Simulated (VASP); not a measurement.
## HgTe (Coloradoite): relaxation of cell and atoms with PBEsol

Crystal: HgTe (Coloradoite).

```
Hg Te
1.0
     0.00000    3.21450    3.21450
     3.21450    0.00000    3.21450
     3.21450    3.21450    0.00000
Hg Te
1 1
Direct
  0.00000 0.00000 0.00000
  0.25000 0.25000 0.25000
```

```
Program                : VASP 6.6.1
Task                   : relaxation of cell and atoms
Functional             : PBEsol
Potentials or basis    : VASP PAW PBE potentials, release 64 (Hg, Te)
Cutoff                 : 600 eV
k mesh                 : 10 × 10 × 10
Occupations            : gaussian, width 0.03 eV
Spin                   : no spin polarisation
Further INCAR settings : ALGO = Normal; EDIFF = 1e-06; IBRION = 2; EDIFFG = -0.01; NSW = 90; ISIF = 3
```

```yaml
Relaxed_volume: 34.58 Å³/atom
Relaxed_cell: a = 4.608 Å, b = 4.608 Å, c = 4.608 Å, α = 60.00°, β = 60.00°, γ = 60.00°
Space_group_after_relaxing_to_0.05_Å: F-43m (No. 216)
Energy_gained_by_relaxing: 7.7 meV/atom
Ionic_steps: 3
Pressure_after_relaxing: 0.0 GPa
Band_gap_on_the_k_mesh: none (metal or under the smearing width)
```

The path:
| step | energy change (eV) | largest force (eV/Å) | pressure (GPa) | volume (Å³) |
| --- | --- | --- | --- | --- |
| 1 | 0.0000 | 0.0000 | 1.88 | 66.43 |
| 2 | -0.0133 | 0.0000 | -0.63 | 70.26 |
| 3 | -0.0155 | 0.0000 | 0.00 | 69.17 |

Final structure:
```xyz
2
Lattice="0.0000 3.2580 3.2580 3.2580 0.0000 3.2580 3.2580 3.2580 0.0000" Properties=species:S:1:pos:R:3 pbc="T T T"
Hg    0.0000    0.0000    0.0000
Te    1.6290    1.6290    1.6290
```

Levels at points of the mesh, in eV from the Fermi level:
| k point | band 6 | band 7 | band 8 | band 9 | band 10 | band 11 | band 12 | band 13 |
| --- | --- | --- | --- | --- | --- | --- | --- | --- |
| (0.00, 0.00, 0.00) | -6.71 | -0.87 | -0.01 | -0.01 | -0.01 | 4.21 | 4.21 | 4.21 |
| (0.50, 0.00, 0.00) | -6.42 | -5.39 | -0.96 | -0.96 | 0.63 | 4.99 | 4.99 | 6.72 |
| (0.50, 0.50, 0.00) | -6.29 | -5.35 | -2.20 | -2.20 | 1.84 | 2.43 | 8.00 | 8.71 |

Wall time 37 s on 4 MPI ranks on AMD EPYC 7R13 Processor (Zen 3), on a shared host, peak memory 0.23 GiB a rank.

Caveat: the PAW data sets were made with another functional, which shifts forces and pressure a little. The run has no spin-orbit coupling, so splittings on Hg, Te are missing.
